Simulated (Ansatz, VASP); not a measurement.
## Al4Si3: VASP beside Ansatz

```
Al Si
1.0
     5.54559    0.00000    0.00000
    -2.77280    4.80262    0.00000
     0.00000    0.00000    4.95002
Al Si
4 3
Cartesian
  0.0000 0.0000 0.0000
  2.7728 0.0000 2.4750
  -1.3864 2.4013 2.4750
  1.3864 2.4013 2.4750
  2.7728 0.0000 0.0000
  -1.3864 2.4013 0.0000
  1.3864 2.4013 0.0000
```

Alike in both runs: functional PBE; k mesh 6 × 6 × 2; occupations gaussian, width 0.1 eV; no spin polarisation.

Ansatz relaxed the structure, and its values are those at the end. VASP's run is a single point on that final structure, the one shown.

|  | VASP | Ansatz |
| --- | --- | --- |
| version | VASP 6.6.1 | Ansatz 0.2.0 |
| potentials or method | VASP PAW PBE potentials, release 64 (Al, Si) | scalar-relativistic, plane waves, PAW |
| plane-wave cutoff (eV) | 520 | 420 |
| valence electrons in the cell | 24 | 24 |

```tsv
	VASP	Ansatz	Ansatz less VASP
gap on the k mesh at the Fermi level (eV)	none	none	-
pressure (GPa)	0.3	0.3	+0.03
```

A gap of «none» marks a metal or a gap that the smearing closes.

Caveats: the k mesh is coarse (spacing up to 0.63 Å⁻¹), so the values aren't converged.
